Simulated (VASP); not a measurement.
An input for Quantum ESPRESSO's pw.x (written as the equivalent of a VASP run, and not itself run):

```
&CONTROL
  calculation = 'scf'
  pseudo_dir = './pseudo'
  outdir = './out'
  tprnfor = .true.
  tstress = .true.
/
&SYSTEM
  ibrav = 0
  nat = 3
  ntyp = 2
  ecutwfc = 74
  occupations = 'smearing'
  smearing = 'methfessel-paxton'
  degauss = 0.00735
  input_dft = 'pbe'
/
&ELECTRONS
  conv_thr = 7.3e-08
  electron_maxstep = 100
/
ATOMIC_SPECIES
  Si 28.085 Si.upf
  W 183.840 W.upf
CELL_PARAMETERS angstrom
    -1.6154010    1.6341810    3.9650620
     1.6154010   -1.6341810    3.9650620
     1.6154010    1.6341810   -3.9650620
ATOMIC_POSITIONS crystal
  Si   0.6650000  0.6650000  0.0000000
  Si   0.3350000  0.3350000  0.0000000
  W   -0.0000000  0.0165870  0.0165870
K_POINTS automatic
  12 12 12 0 0 0
HUBBARD {ortho-atomic}
U W-5d 4
```

Question: Write the VASP files for the same calculation (PBE+U).

Answer: One answer among several that fit: 
POSCAR:
```
WSi2
1.0
 -1.6154010000   1.6341810000   3.9650620000
  1.6154010000  -1.6341810000   3.9650620000
  1.6154010000   1.6341810000  -3.9650620000
Si W
2 1
direct
  0.6650000000   0.6650000000   0.0000000000
  0.3350000000   0.3350000000   0.0000000000
  0.0000000000   0.0165870000   0.0165870000
```

### KPOINTS
```
Automatic mesh
0
Gamma
12 12 12
0 0 0
```

**INCAR**
```
SYSTEM = WSi2
PREC = Accurate
ENCUT = 400
EDIFF = 1E-6
NELM = 100
ALGO = Normal
LREAL = .FALSE.
LASPH = .TRUE.
ISMEAR = 1
SIGMA = 0.1
GGA = PE
LMAXMIX = 6
LWAVE = .FALSE.
LCHARG = .FALSE.
ISIF = 2
LDAU = .TRUE.
LDAUTYPE = 2
LDAUL = -1 2
LDAUU = 0 4.0
LDAUJ = 0 0
LDAUPRINT = 1
LORBIT = 10
```

POTCAR, in this order: Si W_sv (PBE.64 set). Program: vasp_std.

The two are equivalent in intent, not identical: the potentials are each code's own (VASP's PAW set, PseudoDojo norm-conserving files in pw.x), so ENCUT and ecutwfc are chosen apart and not converted; conv_thr bounds pw.x's estimated SCF error, while EDIFF bounds the energy change between steps; the +U projectors differ (PAW spheres against orthogonalised atomic orbitals), so the same U acts differently.

The compound is WSi2 in the MoSi2 type structure. The cell was not relaxed at this level. The run is one of a series of settings (LDAU = .TRUE., LDAUJ = 0 0, LDAUL = -1 2, LDAUTYPE = 2, LDAUU = 0 4.0 against the base run), some of them coarse on purpose.
